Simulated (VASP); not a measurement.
Computed with PBE GGA, VASP's PBE PAW potentials (set 64) (plane waves; VASP).

A VASP calculation is set up with these files.

### INCAR
```
ALGO = Normal
EDIFF = 1E-6
ENCUT = 300
GGA = PE
ISIF = 2
ISMEAR = -1
LASPH = .TRUE.
LCHARG = .FALSE.
LMAXMIX = 4
LREAL = .FALSE.
LWAVE = .FALSE.
NELM = 100
PREC = Accurate
SIGMA = 0.1
SYSTEM = YTi
```

File POSCAR:
```
YTi
1.0
  5.3900630000   0.0000000000   0.0000000000
  0.0000000000   3.5680580000   0.0000000000
  0.0000000000   0.0000000000   5.5030800000
Ti Y
2 2
Cartesian
  4.0425472500   1.7840290000   1.7197125000
  1.3475157500   1.7840290000   3.7833675000
  4.0425472500   0.0000000000   4.4712525000
  1.3475157500   0.0000000000   1.0318275000
```

File KPOINTS:
```
Automatic mesh
0
Gamma
3 5 3
0 0 0
```

POTCAR, in this order: Ti_sv Y_sv (PBE.64 set). Program: vasp_std.

Output

### OUTCAR
```
 ion  position               nearest neighbor table
   1  0.750  0.500  0.312-   3 3.28   3 3.28   3 3.28   3 3.28   4 3.30   4 3.30   4 3.30   4 3.30
  LATTYP: Found a simple orthorhombic cell.
 ALAT       =     3.5680580000
 B/A-ratio  =     1.5106433247
 C/A-ratio  =     1.5423179780
 Subroutine PRICEL returns:
 Original cell was already a primitive cell.
 Subroutine GETGRP returns: Found  8 space group operations
The static configuration has the point symmetry C_2h.
 The point group associated with its full space group is D_2h.
The dynamic configuration has the point symmetry C_2h.
 Subroutine INISYM returns: Found  8 space group operations
 Subroutine IBZKPT returns following result:
 Found     12 irreducible k-points:

 Following reciprocal coordinates:
            Coordinates               Weight
  0.000000  0.000000  0.000000      1.000000
  0.333333  0.000000  0.000000      2.000000
  0.000000  0.200000  0.000000      2.000000
  0.333333  0.200000  0.000000      4.000000
  0.000000  0.400000  0.000000      2.000000
  0.333333  0.400000  0.000000      4.000000
  0.000000  0.000000  0.333333      2.000000
  0.333333  0.000000  0.333333      4.000000
  0.000000  0.200000  0.333333      4.000000
  0.333333  0.200000  0.333333      8.000000
  0.000000  0.400000  0.333333      4.000000
  0.333333  0.400000  0.333333      8.000000
   k-points           NKPTS =     12   k-points in BZ     NKDIM =     12   number of bands    NBANDS=     27
   number of dos      NEDOS =    301   number of ions     NIONS =      4
   total plane-waves  NPLWV =  19200
   dimension x,y,z NGX =    30 NGY =   20 NGZ =   32
   dimension x,y,z NGXF=    60 NGYF=   40 NGZF=   64
   ions per type =               2   2
   PREC   = accura    normal or accurate (medium, high low for compatibility)
   ISTART =      0    job   : 0-new  1-cont  2-samecut
   ICHARG =      2    charge: 1-file 2-atom 10-const
   ISPIN  =      1    spin polarized calculation?
   LNONCOLLINEAR =      F non collinear calculations
   LSORBIT =      F    spin-orbit coupling
   INIWAV =      1    electr: 0-lowe 1-rand  2-diag
   ENCUT  =  300.0 eV  22.05 Ry    4.70 a.u.   7.61  5.04  7.77*2*pi/ulx,y,z
   NELM   =    100;   NELMIN=  2; NELMDL= -5     # of ELM steps
   EDIFF  = 0.1E-05   stopping-criterion for ELM
   LREAL  =      F    real-space projection
   NLSPLINE    = F    spline interpolate recip. space projectors
   LMAXMIX     =    4 max onsite mixed and CHGCAR
   VOSKOWN=      0    Vosko Wilk Nusair interpolation
   EDIFFG = 0.1E-04   stopping-criterion for IOM
   NSW    =      0    number of steps for IOM
   NBLOCK =      1;   KBLOCK =      1    inner block; outer block
   IBRION =     -1    ionic relax: 0-MD 1-quasi-New 2-CG
   NFREE  =      0    steps in history (QN), initial steepest desc. (CG)
   ISIF   =      2    stress and relaxation
   ISYM   =      2    0-nonsym 1-usesym 2-fastsym
   TEIN   =    0.0    initial temperature
   TEBEG  =    0.0;   TEEND  =   0.0 temperature during run
   SMASS  =  -3.00    Nose mass-parameter (am)
   PSTRESS=    0.0 pullay stress
   NELECT =      46.0000    total number of electrons
   EFERMI =   0.00;   METHOD = LEGACY
   ISMEAR =    -1;   SIGMA  =   0.10  broadening in eV -4-tet -1-fermi 0-gaus
   IALGO  =     38    algorithm
   LDIAG  =      T    sub-space diagonalisation (order eigenvalues)
   IMIX   =      4    mixing-type and parameters
     AMIX     =   0.40;   BMIX     =  1.00
     AMIX_MAG =   1.60;   BMIX_MAG =  1.00
     AMIN     =   0.10
   GGA     = PE    functional components
   VOSKOWN =     0    Vosko Wilk Nusair interpolation
   LHFCALC =     F    Hartree Fock is set to
   LHFONE  =     F    Hartree Fock one center treatment
   AEXX    =    0.0000 exact exchange contribution
...
```

File OSZICAR:
```
       N       E                     dE             d eps       ncg     rms          rms(c)
DAV:   1     0.356038825888E+03    0.35604E+03   -0.18268E+04   656   0.127E+03
DAV:   2     0.212081761775E+02   -0.33483E+03   -0.32965E+03   657   0.432E+02
DAV:   3    -0.255506509936E+02   -0.46759E+02   -0.45544E+02  1096   0.113E+02
DAV:   4    -0.307795160679E+02   -0.52289E+01   -0.51708E+01   888   0.338E+01
DAV:   5    -0.311546986694E+02   -0.37518E+00   -0.37043E+00   968   0.829E+00    0.482E+01
DAV:   6    -0.300560694425E+02    0.10986E+01   -0.69344E+01   832   0.370E+01    0.132E+01
DAV:   7    -0.288718871963E+02    0.11842E+01   -0.69685E+01   864   0.331E+01    0.276E+01
DAV:   8    -0.272952749285E+02    0.15766E+01   -0.10006E+01   786   0.162E+01    0.378E+00
DAV:   9    -0.273111496493E+02   -0.15875E-01   -0.13253E+00   960   0.386E+00    0.186E+00
DAV:  10    -0.273160473511E+02   -0.48977E-02   -0.64157E-02   856   0.125E+00    0.127E+00
DAV:  11    -0.273146009367E+02    0.14464E-02   -0.17408E-02   984   0.796E-01    0.359E-01
DAV:  12    -0.273136990095E+02    0.90193E-03   -0.10930E-02   888   0.471E-01    0.951E-02
DAV:  13    -0.273137247328E+02   -0.25723E-04   -0.10461E-03   896   0.130E-01    0.704E-02
DAV:  14    -0.273137767080E+02   -0.51975E-04   -0.48043E-04   864   0.931E-02    0.690E-02
DAV:  15    -0.273137548682E+02    0.21840E-04   -0.26665E-04   832   0.613E-02    0.796E-03
DAV:  16    -0.273137606456E+02   -0.57774E-05   -0.62865E-05   704   0.131E-02    0.197E-03
DAV:  17    -0.273137641769E+02   -0.35313E-05   -0.37074E-05   541   0.466E-03    0.494E-03
DAV:  18    -0.273137670689E+02   -0.28920E-05   -0.26277E-05   456   0.393E-03    0.111E-03
DAV:  19    -0.273137689647E+02   -0.18958E-05   -0.18719E-05   447   0.191E-03    0.488E-04
DAV:  20    -0.273137703370E+02   -0.13723E-05   -0.13576E-05   447   0.136E-03    0.278E-04
DAV:  21    -0.273137712815E+02   -0.94451E-06   -0.96211E-06   447   0.100E-03
   1 F= -.27313771E+02 E0= -.27183551E+02  d E =-.260440E+00
```

File OUTCAR:
```
------------------------ aborting loop because EDIFF is reached ----------------------------------------
  FORCE on cell =-STRESS in cart. coord.  units (eV):
  Direction    XX          YY          ZZ          XY          YZ          ZX
  --------------------------------------------------------------------------------------
  Total       -3.9463953     -4.1943014     -1.2216880      0.0000000      0.0000000      0.0000000
  in kB      -59.7419777    -63.4948702    -18.4943604      0.0000000      0.0000000      0.0000000
  external PRESSURE =     -47.2437361 kB  Pullay stress =       0.0000000 kB
  volume of cell :      105.84
      direct lattice vectors                 reciprocal lattice vectors
     5.390063000  0.000000000  0.000000000     0.185526588  0.000000000  0.000000000
     0.000000000  3.568058000  0.000000000     0.000000000  0.280264502  0.000000000
     0.000000000  0.000000000  5.503080000     0.000000000  0.000000000  0.181716421
 POSITION                                       TOTAL-FORCE (eV/Angst)
 -----------------------------------------------------------------------------------
      4.04255      1.78403      1.71971         0.000000     -0.000000      0.535779
      1.34752      1.78403      3.78337         0.000000      0.000000     -0.535779
      4.04255      0.00000      4.47125        -0.000000     -0.000000     -0.430470
      1.34752      0.00000      1.03183         0.000000     -0.000000      0.430470
 -----------------------------------------------------------------------------------
    total drift:                                0.000000     -0.000000     -0.000000
  FREE ENERGIE OF THE ION-ELECTRON SYSTEM (eV)
  ---------------------------------------------------
  free  energy   TOTEN  =       -27.3137712815 eV

  energy  without entropy=      -27.0533317176  energy(sigma->0) =      -27.18355150
```
(Selected blocks of OUTCAR.)

At this cut-off the stress carries a Pulay error, which pulls relaxed volumes low.

The structure was generated: YTi was put into an ordered model structure, which need not be its known phase. The cell was not relaxed at this level. The k-mesh is coarse (spacing up to 0.39 per Å, 2π included), so the numbers may not be converged in it.
